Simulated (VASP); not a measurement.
Output of a VASP run:

### OSZICAR
```
...
DAV:   7    -0.699159331314E+02   -0.18095E+01   -0.30240E+00  1038   0.153E+01    0.251E+01
DAV:   8    -0.655423109692E+02    0.43736E+01   -0.19397E+00   870   0.170E+01    0.396E+00
DAV:   9    -0.683473700148E+02   -0.28051E+01   -0.90278E-01   870   0.111E+01    0.653E+00
DAV:  10    -0.686108948987E+02   -0.26352E+00   -0.75857E-01  1024   0.769E+00    0.215E+00
DAV:  11    -0.685258992655E+02    0.84996E-01   -0.37439E-02   926   0.200E+00    0.944E-01
DAV:  12    -0.685177842883E+02    0.81150E-02   -0.58147E-03  1031   0.787E-01    0.740E-01
DAV:  13    -0.685269136887E+02   -0.91294E-02   -0.64204E-03   947   0.758E-01    0.302E-01
DAV:  14    -0.685263143892E+02    0.59930E-03   -0.11328E-03  1101   0.286E-01    0.233E-01
DAV:  15    -0.685265513092E+02   -0.23692E-03   -0.63970E-04  1038   0.192E-01    0.554E-02
DAV:  16    -0.685265443848E+02    0.69245E-05   -0.48476E-05  1052   0.525E-02    0.197E-02
DAV:  17    -0.685265474187E+02   -0.30339E-05   -0.33669E-06   953   0.211E-02    0.350E-03
DAV:  18    -0.685265497468E+02   -0.23281E-05   -0.10292E-06   736   0.129E-02    0.486E-03
DAV:  19    -0.685265493902E+02    0.35659E-06   -0.41393E-07   505   0.595E-03
   1 F= -.64681557E+02 E0= -.64681557E+02  d E =-.646816E+02
       N       E                     dE             d eps       ncg     rms          rms(c)
DAV:   1    -0.689608852486E+02   -0.43434E+00   -0.23774E+01   989   0.503E+01    0.185E+01
DAV:   2    -0.681631876189E+02    0.79770E+00   -0.29807E+00   919   0.144E+01    0.595E+00
DAV:   3    -0.680770600160E+02    0.86128E-01   -0.15030E-01  1024   0.415E+00    0.367E+00
DAV:   4    -0.680584230748E+02    0.18637E-01   -0.53957E-02  1087   0.243E+00    0.203E+00
DAV:   5    -0.680367658724E+02    0.21657E-01   -0.32752E-02   870   0.227E+00    0.110E+00
DAV:   6    -0.680593995390E+02   -0.22634E-01   -0.15119E-02   870   0.142E+00    0.250E-01
DAV:   7    -0.680607870613E+02   -0.13875E-02   -0.87848E-04   919   0.430E-01    0.987E-02
DAV:   8    -0.680605620612E+02    0.22500E-03   -0.10276E-04  1108   0.109E-01    0.141E-01
DAV:   9    -0.680609310386E+02   -0.36898E-03   -0.15760E-04   870   0.142E-01    0.328E-02
DAV:  10    -0.680609668398E+02   -0.35801E-04   -0.16786E-05  1108   0.405E-02    0.479E-02
DAV:  11    -0.680609674931E+02   -0.65332E-06   -0.49816E-07   596   0.808E-03
   2 F= -.64562729E+02 E0= -.64562729E+02  d E =0.118828E+00
       N       E                     dE             d eps       ncg     rms          rms(c)
DAV:   1    -0.688503816552E+02   -0.78941E+00   -0.11114E+01   975   0.337E+01    0.132E+01
DAV:   2    -0.684869007533E+02    0.36348E+00   -0.15416E+00   898   0.102E+01    0.415E+00
DAV:   3    -0.684545849155E+02    0.32316E-01   -0.74789E-02  1024   0.275E+00    0.271E+00
DAV:   4    -0.684437724875E+02    0.10812E-01   -0.31576E-02  1080   0.177E+00    0.140E+00
DAV:   5    -0.684212466787E+02    0.22526E-01   -0.13735E-02   884   0.162E+00    0.646E-01
DAV:   6    -0.684447466304E+02   -0.23500E-01   -0.66090E-03   884   0.108E+00    0.325E-01
DAV:   7    -0.684449486224E+02   -0.20199E-03   -0.29810E-04   954   0.233E-01    0.653E-02
DAV:   8    -0.684447940722E+02    0.15455E-03   -0.39913E-05  1094   0.702E-02    0.961E-02
DAV:   9    -0.684449876438E+02   -0.19357E-03   -0.74048E-05   870   0.945E-02    0.377E-02
DAV:  10    -0.684450081091E+02   -0.20465E-04   -0.78782E-06  1073   0.318E-02    0.379E-02
DAV:  11    -0.684450073936E+02    0.71546E-06   -0.37039E-07   533   0.687E-03
   3 F= -.64710337E+02 E0= -.64710337E+02  d E =-.287803E-01
```

OUTCAR:
```
------------------------ aborting loop because EDIFF is reached ----------------------------------------
  FORCE on cell =-STRESS in cart. coord.  units (eV):
  Direction    XX          YY          ZZ          XY          YZ          ZX
  --------------------------------------------------------------------------------------
  Total        3.6975305      3.6975305      3.6975305     -0.0000000     -0.0000000      0.0000000
  in kB      198.0110943    198.0110943    198.0110943     -0.0000000     -0.0000000      0.0000000
  external PRESSURE =      -1.9889057 kB  Pullay stress =     200.0000000 kB
  volume of cell :       29.92
      direct lattice vectors                 reciprocal lattice vectors
     0.000000000  2.463963531  2.463963531    -0.202925081  0.202925081  0.202925081
     2.463963531  0.000000000  2.463963531     0.202925081 -0.202925081  0.202925081
     2.463963531  2.463963531 -0.000000000     0.202925081  0.202925081 -0.202925081
 POSITION                                       TOTAL-FORCE (eV/Angst)
 -----------------------------------------------------------------------------------
      0.00000      0.00000      0.00000         0.000000     -0.000000      0.000000
      1.23198      1.23198      1.23198        -0.000000     -0.000000     -0.000000
      3.69595      3.69595      3.69595         0.000000      0.000000      0.000000
 -----------------------------------------------------------------------------------
    total drift:                                0.000000     -0.000000      0.000000
  FREE ENERGIE OF THE ION-ELECTRON SYSTEM (eV)
  ---------------------------------------------------
  free  energy   TOTEN  =       -68.4450073936 eV

  energy  without entropy=      -68.4450073936  energy(sigma->0) =      -68.44500739
  enthalpy is  TOTEN    =       -64.7103373721 eV   P V=        3.7346700215

 reached required accuracy - stopping structural energy minimisation
```
(Selected blocks of OUTCAR.)

File POSCAR:
```
HfO2
1
    0.0000000000     2.4879903269     2.4879903269
    2.4879903269     0.0000000000     2.4879903269
    2.4879903269     2.4879903269     0.0000000000
Hf O
1 2
Direct
  0.0000000000   0.0000000000   0.0000000000
  0.2500000000   0.2500000000   0.2500000000
  0.7500000000   0.7500000000   0.7500000000
```

Write an INCAR and KPOINTS that could have produced this output.

This is not unique; one that fits is the input of the run itself, r2SCAN meta-GGA, plane waves, VASP's PBE PAW potentials (set 64).

**INCAR**
```
PSTRESS  =  200   # kbar
LMIXTAU  =  .TRUE.
METAGGA  =  R2SCAN
ENCUT  =  620
IBRION  =  2   # conjugate gradients
PREC  =  Accurate
LCHARG  =  .FALSE.
NSW  =  40   # most ionic steps
ALGO  =  Normal
EDIFF  =  1E-6   # SCF stop (eV)
LMAXMIX  =  6
LWAVE  =  .FALSE.
SYSTEM  =  HfO2
SIGMA  =  0.05   # width (eV)
LASPH  =  .TRUE.
ISMEAR  =  0   # Gaussian
ISIF  =  3   # ions, shape and volume
LREAL  =  .FALSE.
EDIFFG  =  -0.02   # ionic stop
NELM  =  100
```

File KPOINTS:
```
Automatic mesh
0
Gamma
8 8 8
0 0 0
```

POTCAR, in this order: Hf_pv O (PBE.64 set). Program: vasp_std.

Energy and stress use the plane-wave basis of the starting cell.

The compound is HfO2 in the fluorite structure, the high-temperature cubic form, which is unstable at 0 K; the monoclinic form is the stable one. This run relaxes it under an external pressure of 20 GPa. Symmetry was kept, so distortions that lower it aren't found.
